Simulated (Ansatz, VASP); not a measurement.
**SiCl3 in two plane-wave programs**

Wanted: the spread between two codes on one cell, functional and k mesh. The cell is generated by rule, not measured, and may not be a known phase. The cell is taken from a series of runs on this material, whose earlier steps may have relaxed, scaled, displaced or heated it; both programs get it as it stands.

Main program and level: Ansatz 0.2.0; plane waves, with VASP 6.6.1 beside it; single point at PBE.

The structure was built from a prototype and need not be the compound's stable phase.

### Step 1. Starting point

It takes space group Cmcm (No. 63, orthorhombic). Conventional cell: a = 6.696 Å, b = 6.696 Å, c = 9.470 Å, α = 90.00°, β = 90.00°, γ = 90.00°. Si has 4 Cl at 2.22 to 2.37 Å nearest. Cl has 1 Si at 2.22 Å nearest. Cl has 2 Si at 2.37 Å nearest. Farther neighbours and most contacts between anions are not listed.

### Step 2. Ansatz: single point, PBE, pair 1

Ansatz runs on norm-conserving files, of PseudoDojo where its log says so.

With cell and atoms fixed, the geometry can't cause a difference; cores, projectors, grids and the points listed under the comparison can.

The input, input.yaml:

```yaml
crystal:
  lattice:
    - [4.7349396865, 0.0, 0.0]
    - [0.0, 4.7349396865, 0.0]
    - [0.0, 0.0, 9.469879373]
  atoms:
    - { symbol: Si, position: [0.0209073306, 0.0209073306, 0.0] }
    - { symbol: Si, position: [-0.0209073306, -0.0209073306, 0.5] }
    - { symbol: Cl, position: [0.4900801638, -0.0041269627, 0.0] }
    - { symbol: Cl, position: [0.5099198362, 0.0041269627, 0.5] }
    - { symbol: Cl, position: [0.0, 0.0, 0.25] }
    - { symbol: Cl, position: [0.0, 0.0, 0.75] }
    - { symbol: Cl, position: [-0.0041269627, 0.4900801638, 0.0] }
    - { symbol: Cl, position: [0.0041269627, 0.5099198362, 0.5] }
kpoints:
  mp_grid: { grid: [8, 8, 4] }
hamiltonian:
  xc: pbe
  pseudopotentials: { kind: nc }
scf:
  occupations: { method: methfessel_paxton, width: 0.2 }
output:
  forces: true
  stress: true
  eigenvalues: true
```

The run is started by

```sh
$ ansatz run input.yaml --threads 4 --pin off --max-ram 14336MiB --backend cpu --events-out ev --progress --plain --runs-dir out
```

Numbers of over 12 decimals in the logs are rounded to 6 here.

Output:

```text
Engine: ansatz 0.2.0, aarch64-unknown-linux-gnu
Pseudopotentials: kind: nc
Pseudopotential: Si, nc, valence charge 4, recommended cutoff 489.804952 eV (normal), Si.nc.azcp
Pseudopotential: Cl, nc, valence charge 7, recommended cutoff 789.130201 eV (normal), Cl.nc.azcp (PseudoDojo's, or run here from an input of PseudoDojo's: the run reads no file of this project's for it)
Functional definition: PBE
  parameter kappa = 0.804
  parameter beta = 0.066725
  exchange = pbe_x(kappa = kappa, mu = beta*pi^2/3)
  correlation = pbe_c(beta = beta)
Crystal: 8 atoms, lattice volume = 212.311 Å³
Basis set: ecut = 789.130201 eV, 10735 PW (Γ), exchange–correlation on 90×90×180 points (8 copies of the dense FFT grid, shifted against one another)
Bands: 33, of which v1, the nominal top of the filled ones, is band 25 counted from 1 (24 counted from 0)
Symmetry: 8 space group operations
Space group: Cmcm (ITA 63), of the structure as read, at distance tolerance 6.0e-5 Å
k-points: 63 of 256
Non-local potential: Si, projectors of the file, l = 0: 2, l = 1: 2, l = 2: 2
Non-local potential: Cl, projectors of the file, l = 0: 2, l = 1: 2, l = 2: 2
Initial density: superposition of atomic densities (chi_scale 0.1, normalization cell, long waves kept (reshape's long-wave potential 0.02 eV rms))
Initial wavefunctions: pseudopotential atomic-orbital guess
Functional: x = pbe(κ = 0.804, μ = 0.219515), c = pbe(β = 0.066725)
SCF iter   1: F=—  HF=-2912.839340 eV  |F-HF|=—  |Δ(HF+E_count)|=         —  Δρ=2.12e-2  dr2=8.89e-1  ethr=3.10e-3  ⟨swp⟩=14.8  Hψ=15660  notcnv=0  defer=14
preconditioner: auto → LDOS  [metal: Δε(μ)=0.049 eV  Ē_g=11.419 eV  σ=0.200 eV  W_gap=0.21  n_scr=38 (ndim 8)  ℏωp=18.0 eV  f_vac=0.143  D(μ)=2.16/eV (n_scr^D=8)  β→1.0]
SCF iter   2: F=—  HF=-2912.652562 eV  |F-HF|=—  |Δ(HF+E_count)|=   1.87e-1  S|Δr|=    0.00e0  Δρ=4.99e-3  dr2=5.15e-2  ethr=1.78e-3  ⟨swp⟩=3.0  Hψ=4263  notcnv=0  defer=153
SCF iter   3: F=—  HF=-2912.640880 eV  |F-HF|=—  |Δ(HF+E_count)|=   1.17e-2  S|Δr|=    0.00e0  Δρ=1.85e-3  dr2=9.48e-3  ethr=1.03e-4  ⟨swp⟩=2.0  Hψ=3490  notcnv=0  defer=153
SCF iter   4: F=—  HF=-2912.638256 eV  |F-HF|=—  |Δ(HF+E_count)|=   2.62e-3  S|Δr|=    0.00e0  Δρ=5.09e-4  dr2=6.77e-4  ethr=1.90e-5  ⟨swp⟩=2.4  Hψ=3382  notcnv=0  defer=153
SCF iter   5: F=—  HF=-2912.638085 eV  |F-HF|=—  |Δ(HF+E_count)|=   1.72e-4  S|Δr|=    0.00e0  Δρ=9.82e-5  dr2=1.58e-5  ethr=1.35e-6  ⟨swp⟩=2.5  Hψ=3187  notcnv=0  defer=153
SCF iter   6: F=—  HF=-2912.638056 eV  |F-HF|=—  |Δ(HF+E_count)|=   2.83e-5  S|Δr|=    0.00e0  Δρ=1.80e-5  dr2=8.03e-7  ethr=3.15e-8  ⟨swp⟩=2.0  Hψ=3618  notcnv=0  defer=152
SCF iter   7: F=-2912.638056 eV  HF=-2912.638056 eV  |F-HF|=6.49e-9  |Δ(HF+E_count)|=   2.01e-7  S|Δr|=    0.00e0  Δρ=3.38e-6  dr2=1.72e-8  ethr=2.00e-10  ⟨swp⟩=17.1  Hψ=14888  notcnv=0
SCF 1 converged in 7 iterations: F = -2912.638056 eV  dr2 = 1.72e-8
SCF converged after 7 iterations
Stability not checked: this state was not tested for a lower state beside it, because cold or Methfessel-Paxton smearing, or corrected tetrahedra, fill the levels in a way that the test cannot read (fill_not_monotonic; see scf.lower_state_search)
Free energy (F): -2912.638056 eV
Harris-Foulkes:  -2912.638056 eV  (|F-HF|=6.49e-9)
Internal energy: -2912.631769 eV  (E = F + TS)
E sigma→0 (E₀):  -2912.636484 eV
Entropy (-TS):   -0.006288 eV (-0.786 meV/atom)
Fermi energy:    2.200749 eV
--- Per-component energies (eV) ---
  E_band       = -209.448344
  E_kinetic    = 993.247950
  E_local      = -2166.336546  (includes V_loc(G=0)·N_el)
  E_nonlocal   = 402.339035
  E_hartree    = 645.355646
  E_xc         = -814.738534
  E_vxc        = -729.412028  (∫ρ·V_xc dr)
  E_ewald      = -1972.499320
  E_smearing   = -0.006288  (= −TS)
  E_closure    = -0.000000  (closes the sum)
  Σ components = -2912.638056   (vs F -2912.638056, Δ=0.00e0)
--- Forces (eV/Å), atoms counted from 1 ---
  atom   1  Si     0.50899827     0.50899827     0.00000000
  atom   2  Si    -0.50899827    -0.50899827     0.00000000
  atom   3  Cl    -0.26269874    -0.14785950     0.00000000
  atom   4  Cl     0.26269874     0.14785950     0.00000000
  atom   5  Cl    -0.00000000     0.00000000    -0.00000000
  atom   6  Cl    -0.00000000     0.00000000     0.00000000
  atom   7  Cl    -0.14785950    -0.26269874     0.00000000
  atom   8  Cl     0.14785950     0.26269874     0.00000000
  max |Σ_I F_I| component: 1.11e-16 eV/Å
--- Stress (GPa, compression-positive) ---
        1.219789       0.168460       0.000000
        0.168460       1.219789       0.000000
        0.000000       0.000000      -0.194694
  P = ⅓ Tr σ = 0.7483 GPa (7.483 kbar)
--- Band table (eV; the first three rows and the last of 63) ---
  k-point 0: bands = [... 21 lower, 0.1700, 0.1945, 0.2075, 0.2197, 2.2350, 5.4454, 7.6086, 8.1469, ... 4 higher]
  k-point 1: bands = [... 21 lower, 0.1460, 0.1584, 0.1607, 0.3098, 1.6482, 6.2393, 7.7972, 8.1697, ... 4 higher]
  k-point 2: bands = [... 21 lower, 0.1321, 0.1521, 0.1521, 0.7646, 0.7646, 7.7559, 7.7559, 8.2429, ... 4 higher]
  k-point 62: bands = [... 21 lower, 0.5390, 1.0127, 1.0127, 3.9172, 3.9172, 4.7671, 4.7671, 4.9405, ... 4 higher]
```

The run ends at a pressure of 0.75 GPa, with forces up to 0.72 eV/Å.

### Step 3. VASP: single point, PBE, pair 1

The same cell, functional, mesh and smearing now go to VASP, with its own data sets.

Lines of VASP's logs that name or quote its potential files are left out, and so is its time.

The input, INCAR:

```
SYSTEM = SiCl3
PREC = Accurate
ENCUT = 500
EDIFF = 1E-06
NELM = 120
ISMEAR = 1
SIGMA = 0.2
LREAL = .FALSE.
ALGO = Normal
GGA = PE
NBANDS = 33
LORBIT = 11
LWAVE = .FALSE.
LCHARG = .FALSE.
ISIF = 2
LASPH = .TRUE.
GGA_COMPAT = .FALSE.
KPAR = 2
```

The input, POSCAR:

```
SiCl3
1.0
    4.7349396865      0.0000000000      0.0000000000
    0.0000000000      4.7349396865      0.0000000000
    0.0000000000      0.0000000000      9.4698793730
Si Cl
2 6
Direct
    0.0209073306      0.0209073306      0.0000000000
    0.9790926694      0.9790926694      0.5000000000
    0.4900801638      0.9958730373      0.0000000000
    0.5099198362      0.0041269627      0.5000000000
    0.0000000000      0.0000000000      0.2500000000
    0.0000000000      0.0000000000      0.7500000000
    0.9958730373      0.4900801638      0.0000000000
    0.0041269627      0.5099198362      0.5000000000
```

The input, KPOINTS:

```
Automatic mesh
0
Gamma
8 8 4
0 0 0
```

The projector-augmented-wave data sets are Si and Cl (PBE family, release 64).

The run is started by

```sh
$ mpirun -np 2 vasp_std
```

Output:

```text
[banner, memory and clock lines left out]
running    2 mpi-ranks, on    1 nodes
 distrk:  each k-point on    1 cores,    2 groups
 distr:  one band on    1 cores,    1 groups

 POSCAR found type information on POSCAR SiCl
 POSCAR found :  2 types and       8 ions
 LDA part: xc-table for (Slater+PW92), standard interpolation
 POSCAR, INCAR and KPOINTS ok, starting setup
 FFT: planning ... GRIDC
 FFT: planning ... GRID_SOFT
 FFT: planning ... GRID
 WAVECAR not read
 entering main loop
       N       E                     dE             d eps       ncg     rms          rms(c)
DAV:   1     0.343601824105E+03    0.34360E+03   -0.20892E+04  4158   0.124E+03
DAV:   2     0.491014346060E+01   -0.33869E+03   -0.32768E+03  5611   0.237E+02
DAV:   3    -0.271802259471E+02   -0.32090E+02   -0.31801E+02  5192   0.825E+01
DAV:   4    -0.278254530755E+02   -0.64523E+00   -0.64396E+00  5233   0.136E+01
DAV:   5    -0.278445572072E+02   -0.19104E-01   -0.19094E-01  5175   0.241E+00    0.148E+01
DAV:   6    -0.269274645189E+02    0.91709E+00   -0.15681E+00  5027   0.513E+00    0.922E+00
DAV:   7    -0.268744813338E+02    0.52983E-01   -0.82207E-01  5109   0.374E+00    0.182E+00
DAV:   8    -0.268544351951E+02    0.20046E-01   -0.15162E-01  4892   0.175E+00    0.444E-01
DAV:   9    -0.268547544003E+02   -0.31921E-03   -0.53463E-03  5147   0.380E-01    0.179E-01
DAV:  10    -0.268548876135E+02   -0.13321E-03   -0.63114E-04  4924   0.116E-01    0.663E-02
DAV:  11    -0.268548885508E+02   -0.93728E-06   -0.12561E-04  5122   0.529E-02    0.128E-02
DAV:  12    -0.268548902728E+02   -0.17220E-05   -0.12912E-05  5042   0.189E-02    0.754E-03
DAV:  13    -0.268548905785E+02   -0.30571E-06   -0.22544E-06  3818   0.819E-03
   1 F= -.26854891E+02 E0= -.26852820E+02  d E =-.621072E-02
```

From OUTCAR (step 3):

```text
ion  position               nearest neighbor table
   1  0.021  0.021  0.000-   3 2.22   7 2.22   6 2.37   5 2.37   7 2.52   3 2.52
   2  0.979  0.979  0.500-   4 2.22   8 2.22   6 2.37   5 2.37   4 2.52   8 2.52
   3  0.490  0.996  0.000-   1 2.22   1 2.52
   4  0.510  0.004  0.500-   2 2.22   2 2.52
   5  0.000  0.000  0.250-   1 2.37   2 2.37
   6  0.000  0.000  0.750-   1 2.37   2 2.37
   7  0.996  0.490  0.000-   1 2.22   1 2.52
   8  0.004  0.510  0.500-   2 2.22   2 2.52

  LATTYP: Found a simple tetragonal cell.
 ALAT       =     4.7349396865
 C/A-ratio  =     2.0000000000

 Subroutine GETGRP returns: Found  8 space group operations
 (whereof  4 operations were pure point group operations)

The static configuration has the point symmetry C_2v.
 The point group associated with its full space group is D_2h.

 Found     63 irreducible k-points:

   k-points           NKPTS =     63   k-points in BZ     NKDIM =     63   number of bands    NBANDS=     33

   dimension x,y,z NGX =    36 NGY =   36 NGZ =   70
   dimension x,y,z NGXF=    72 NGYF=   72 NGZF=  140

   ENCUT  =  500.0 eV  36.75 Ry    6.06 a.u.   8.63  8.63 17.27*2*pi/ulx,y,z

   NELECT =      50.0000    total number of electrons

 k-points in reciprocal lattice and weights: Automatic mesh
   0.00000000  0.00000000  0.00000000       0.004
   0.12500000  0.00000000  0.00000000       0.016
   0.25000000  0.00000000  0.00000000       0.016
   0.37500000  0.00000000  0.00000000       0.016
   0.50000000  0.00000000  0.00000000       0.008
   0.12500000  0.12500000  0.00000000       0.008
  -0.12500000  0.12500000  0.00000000       0.008
   0.25000000  0.12500000  0.00000000       0.016
  -0.12500000  0.25000000  0.00000000       0.016
[...]
0.50000000  0.37500000  0.50000000       0.016
   0.50000000  0.50000000  0.50000000       0.004

 average (electrostatic) potential at core
       1 -89.5998       2 -89.5998       3 -94.1754       4 -94.1754       5 -94.1398
       6 -94.1398       7 -94.1754       8 -94.1754

 E-fermi :   1.2723

 k-point     1 :       0.0000    0.0000    0.0000
  band No.  band energies     occupation
    ...
     22      -0.7742      2.00000
     23      -0.7473      2.00000
     24      -0.7364      2.00000
     25      -0.7216      2.00000
     26       1.3123      0.66931
     27       4.5212     -0.00000
     28       6.6741      0.00000
     29       7.2816      0.00000
     30       7.5157      0.00000
     31       7.5269      0.00000
    ...

 k-point     2 :       0.1250    0.0000    0.0000
  band No.  band energies     occupation
    ...
     21      -0.8363      2.00000
     22      -0.7483      2.00000
     23      -0.7459      2.00000
     24      -0.7134      2.00000
     25      -0.6550      2.00000
     26       1.4274      0.03306
     27       4.4567     -0.00000
     28       6.8626      0.00000
     29       7.4431      0.00000
     30       7.5645      0.00000
    ...

 k-point     3 :       0.2500    0.0000    0.0000
  band No.  band energies     occupation
    ...
     21      -0.9093      2.00000
     22      -0.7516      2.00000
     23      -0.7418      2.00000
     24      -0.3305      2.00000
     25      -0.2526      2.00000
     26       1.7955     -0.00136
     27       4.2814     -0.00000
     28       6.8103      0.00000
     29       7.1288      0.00000
     30       7.4442      0.00000
    ...

  Total        1.4591572      1.4591572     -0.3883997      0.2303874      0.0000000      0.0000000
  in kB       11.0113186     11.0113186     -2.9310020      1.7385850      0.0000000      0.0000000
  external PRESSURE =       6.3638784 kB  Pullay stress =       0.0000000 kB

  energy-cutoff  :      500.00
  volume of cell :      212.31
      direct lattice vectors                 reciprocal lattice vectors
     4.734939686  0.000000000  0.000000000     0.211195932  0.000000000  0.000000000
     0.000000000  4.734939686  0.000000000     0.000000000  0.211195932  0.000000000
     0.000000000  0.000000000  9.469879373     0.000000000  0.000000000  0.105597966

 POSITION                                       TOTAL-FORCE (eV/Angst)
 -----------------------------------------------------------------------------------
      0.09899      0.09899      0.00000         0.528006      0.528006      0.000000
      4.63594      4.63594      4.73494        -0.528006     -0.528006      0.000000
      2.32050      4.71540      0.00000        -0.282427     -0.147537      0.000000
      2.41444      0.01954      4.73494         0.282427      0.147537      0.000000
      0.00000      0.00000      2.36747        -0.000000     -0.000000      0.000000
      0.00000      0.00000      7.10241        -0.000000     -0.000000     -0.000000
      4.71540      2.32050      0.00000        -0.147537     -0.282427      0.000000
      0.01954      2.41444      4.73494         0.147537      0.282427      0.000000
 -----------------------------------------------------------------------------------
    total drift:                                0.000000      0.000000      0.000000

  FREE ENERGIE OF THE ION-ELECTRON SYSTEM (eV)
  ---------------------------------------------------
  free  energy   TOTEN  =       -26.8548905785 eV

  energy  without entropy=      -26.8486798620  energy(sigma->0) =      -26.85282034

 total charge
# of ion       s       p       d       tot
------------------------------------------
    1        0.825   0.567   0.000   1.392
    2        0.825   0.567   0.000   1.392
    3        1.606   3.514   0.000   5.120
    4        1.606   3.514   0.000   5.120
    5        1.606   3.501   0.000   5.107
    6        1.606   3.501   0.000   5.107
    7        1.606   3.514   0.000   5.120
    8        1.606   3.514   0.000   5.120
--------------------------------------------------
tot         11.287  22.192   0.000  33.479

[... 3 further parts left out ...]
```

The run ends at a pressure of 0.64 GPa, with forces up to 0.75 eV/Å.

### Step 4. Differences

Known differences besides the potentials themselves: the cutoff is 789.13 eV in Ansatz and 500 eV in VASP. Total energies have different zeros and are not compared.

The two programs side by side:

| quantity | Ansatz | VASP | difference |
| --- | --- | --- | --- |
| pressure (GPa) | 0.75 | 0.64 | +0.11 |

Forces (eV/Å; atoms numbered as in POSCAR):

| atom | Ansatz x, y, z | VASP x, y, z |
| --- | --- | --- |
| Si1 | 0.509, 0.509, 0.000 | 0.528, 0.528, 0.000 |
| Si2 | -0.509, -0.509, 0.000 | -0.528, -0.528, 0.000 |
| Cl3 | -0.263, -0.148, 0.000 | -0.282, -0.148, 0.000 |
| Cl4 | 0.263, 0.148, 0.000 | 0.282, 0.148, 0.000 |
| Cl5 | 0.000, 0.000, 0.000 | 0.000, 0.000, 0.000 |
| Cl6 | 0.000, 0.000, 0.000 | 0.000, 0.000, 0.000 |
| Cl7 | -0.148, -0.263, 0.000 | -0.148, -0.282, 0.000 |
| Cl8 | 0.148, 0.263, 0.000 | 0.148, 0.282, 0.000 |

The forces differ by 11 meV/Å r.m.s., which is 4.4 % of the r.m.s. force of 0.252 eV/Å (both taken over all components).

### Step 5. VASP: single point, PBE, pair 2

A single point gives forces, pressure and levels at one fixed geometry, so differences don't come from the geometry; what else differs is listed under the comparison.

INCAR is that of step 3.

The input, POSCAR:

```
SiCl3
1.0
    4.7349396865      0.0000000000      0.0000000000
    0.0000000000      4.7349396865      0.0000000000
    0.0000000000      0.0000000000      9.4698793730
Si Cl
2 6
Direct
    0.0328543766      0.0328543766      0.0000000000
    0.9671456234      0.9671456234      0.5000000000
    0.4844116860      0.9935147729      0.0000000000
    0.5155883140      0.0064852271      0.5000000000
    0.0000000000      0.0000000000      0.2500000000
    0.0000000000      0.0000000000      0.7500000000
    0.9935147729      0.4844116860      0.0000000000
    0.0064852271      0.5155883140      0.5000000000
```

KPOINTS is that of step 3.

The run is started by

```sh
$ mpirun -np 2 vasp_std
```

Output:

```text
[... set-up lines as in an earlier step ...]
 entering main loop
       N       E                     dE             d eps       ncg     rms          rms(c)
DAV:   1     0.344940831165E+03    0.34494E+03   -0.20900E+04  4158   0.124E+03
DAV:   2     0.476353005851E+01   -0.34018E+03   -0.32927E+03  5627   0.237E+02
DAV:   3    -0.272571151585E+02   -0.32021E+02   -0.31737E+02  5193   0.827E+01
DAV:   4    -0.278963664032E+02   -0.63925E+00   -0.63806E+00  5249   0.136E+01
[...]
DAV:  11    -0.270129906823E+02    0.11079E-04   -0.12642E-04  5125   0.528E-02    0.162E-02
DAV:  12    -0.270129925298E+02   -0.18475E-05   -0.13769E-05  5157   0.193E-02    0.853E-03
DAV:  13    -0.270129929885E+02   -0.45875E-06   -0.43761E-06  4976   0.104E-02
   1 F= -.27012993E+02 E0= -.27012868E+02  d E =-.376323E-03
```

From OUTCAR (step 5):

```text
  Total        3.7681651      3.7681651     -0.6232891      0.3693170      0.0000000      0.0000000
  in kB       28.4359118     28.4359118     -4.7035607      2.7869968      0.0000000      0.0000000
  external PRESSURE =      17.3894210 kB  Pullay stress =       0.0000000 kB

 POSITION                                       TOTAL-FORCE (eV/Angst)
 -----------------------------------------------------------------------------------
      0.15556      0.15556      0.00000         0.507871      0.507871     -0.000000
      4.57938      4.57938      4.73494        -0.507871     -0.507871     -0.000000
      2.29366      4.70423      0.00000        -0.147129     -0.213563     -0.000000
      2.44128      0.03071      4.73494         0.147129      0.213563     -0.000000
      0.00000      0.00000      2.36747         0.000000      0.000000      0.000000
      0.00000      0.00000      7.10241         0.000000      0.000000     -0.000000
      4.70423      2.29366      0.00000        -0.213563     -0.147129     -0.000000
      0.03071      2.44128      4.73494         0.213563      0.147129     -0.000000
 -----------------------------------------------------------------------------------
    total drift:                                0.000000      0.000000      0.000000

  FREE ENERGIE OF THE ION-ELECTRON SYSTEM (eV)
  ---------------------------------------------------
  free  energy   TOTEN  =       -27.0129929885 eV

  energy  without entropy=      -27.0126166656  energy(sigma->0) =      -27.01286755

[... 2 parts as in an earlier step ...]

[... 1 further part left out ...]
[key lines of the parts left out:]
E-fermi :   1.3918
```

The run ends at a pressure of 1.74 GPa, with forces up to 0.72 eV/Å.

(Continued in part 2 of 2.)

[Lines on the potential files, build, host, timing and source positions are cut from VASP's logs without a mark.]

[Logs are printed without paths, hosts, clocks, repeated set-up lines and the standing remarks that a program may print on its own settings, such as how far it seeks lower states.]

[Hosts, paths, dates, database ids (printed as entryN), source tags and the programs' standing remarks are cut or masked in the printed files.]
